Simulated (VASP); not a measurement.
Si3Ge:

```
Si Ge
1.0
     3.85855    0.00000    0.00000
     0.00000    3.85855    0.00000
     0.00000    0.00000    5.51395
Si Ge
3 1
Direct
  0.50000 0.00000 0.75480
  0.50000 0.50000 0.00000
  0.00000 0.50000 0.24520
  0.00000 0.00000 0.50000
```

The cell was built by a generator and needn't be a form met in nature.

The cell isn't the ideal one: epitaxial_xy strain -0.8%.

Base run:

* Program: VASP 6.6.1
* Functional: PBE
* Potentials or basis: VASP PAW PBE potentials, release 64 (Si, Ge_d)
* Cutoff: 520 eV
* k mesh: 6 × 6 × 6
* Occupations: fermi-dirac, width 0.02 eV
* Spin: no spin polarisation

Its results: band gap on the k mesh 0.30 eV, indirect (least direct gap 0.65 eV); pressure 2.6 GPa; largest force 0.089 eV/Å.

Question: The run is repeated on the same cell with these changes: functional from PBE to r2SCAN; occupations from fermi-dirac, width 0.02 eV to gaussian, width 0.01 eV. What comes out?

Answer: Band gap on the k mesh 0.49 eV, indirect (least direct gap 0.87 eV); pressure 0.8 GPa; largest force 0.021 eV/Å.

Caveats: the PAW data sets were made with another functional, which shifts forces and pressure a little (some runs).

A k mesh can miss the band edges.
